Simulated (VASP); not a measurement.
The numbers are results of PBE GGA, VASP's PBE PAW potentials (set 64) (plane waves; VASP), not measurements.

VASP ran on this input.

KPOINTS:
```
Automatic mesh
0
Gamma
7 7 7
0 0 0
```

**INCAR**
```
SYSTEM = NaI
PREC = Accurate
ENCUT = 520
EDIFF = 1E-7
NELM = 100
ALGO = Normal
LREAL = .FALSE.
LASPH = .TRUE.
ISMEAR = 0
SIGMA = 0.05
GGA = PE
LMAXMIX = 4
LWAVE = .FALSE.
LCHARG = .FALSE.
ISIF = 2
```

File POSCAR:
```
NaI
3.1971710
  0.0000000000   0.9999999505   0.9999999505
  0.9999999505   0.0000000000   0.9999999505
  0.9999999505   0.9999999505   0.0000000000
Na I
1 1
Cart
  0.0000000000   0.0000000000   0.0000000000
  0.9999999505   0.9999999505   0.9999999505
```

POTCAR, in this order: Na_pv I (PBE.64 set). Program: vasp_std.

Output

**OSZICAR**
```
       N       E                     dE             d eps       ncg     rms          rms(c)
DAV:   1     0.821638570829E+02    0.82164E+02   -0.68660E+03   440   0.114E+03
DAV:   2     0.145637805266E+01   -0.80707E+02   -0.75582E+02   459   0.239E+02
DAV:   3    -0.523901128423E+01   -0.66954E+01   -0.66632E+01   536   0.722E+01
DAV:   4    -0.543143734700E+01   -0.19243E+00   -0.19227E+00   535   0.129E+01
DAV:   5    -0.543623678261E+01   -0.47994E-02   -0.47993E-02   534   0.198E+00    0.167E+00
DAV:   6    -0.537955796680E+01    0.56679E-01   -0.80133E-02   503   0.193E+00    0.115E+00
DAV:   7    -0.537148083505E+01    0.80771E-02   -0.69665E-02   503   0.166E+00    0.586E-01
DAV:   8    -0.537337548294E+01   -0.18946E-02   -0.48056E-03   470   0.686E-01    0.153E-01
DAV:   9    -0.537334514682E+01    0.30336E-04   -0.14273E-04   509   0.135E-01    0.396E-02
DAV:  10    -0.537335801005E+01   -0.12863E-04   -0.37083E-05   500   0.779E-02    0.652E-03
DAV:  11    -0.537335818163E+01   -0.17158E-06   -0.42737E-06   482   0.248E-02    0.243E-03
DAV:  12    -0.537335838610E+01   -0.20446E-06   -0.55827E-07   497   0.588E-03    0.112E-03
DAV:  13    -0.537335844103E+01   -0.54936E-07   -0.89936E-09   304   0.104E-03
   1 F= -.53733584E+01 E0= -.53733584E+01  d E =-.260791E-15
```

### OUTCAR
```
------------------------ aborting loop because EDIFF is reached ----------------------------------------
  FORCE on cell =-STRESS in cart. coord.  units (eV):
  Direction    XX          YY          ZZ          XY          YZ          ZX
  --------------------------------------------------------------------------------------
  Total        0.4535326      0.4535326      0.4535326      0.0000000      0.0000000      0.0000000
  in kB       11.1171016     11.1171016     11.1171016      0.0000000      0.0000000      0.0000000
  external PRESSURE =      11.1171016 kB  Pullay stress =       0.0000000 kB
  volume of cell :       65.36
      direct lattice vectors                 reciprocal lattice vectors
     0.000000000  3.197170842  3.197170842    -0.156388265  0.156388265  0.156388265
     3.197170842  0.000000000  3.197170842     0.156388265 -0.156388265  0.156388265
     3.197170842  3.197170842  0.000000000     0.156388265  0.156388265 -0.156388265
  FREE ENERGIE OF THE ION-ELECTRON SYSTEM (eV)
  ---------------------------------------------------
  free  energy   TOTEN  =        -5.3733584410 eV

  energy  without entropy=       -5.3733584410  energy(sigma->0) =       -5.37335844
```
(Selected blocks of OUTCAR.)

The compound is NaI in the rock salt structure. This cell is one point of a volume scan, at 0.94 of the reference volume.
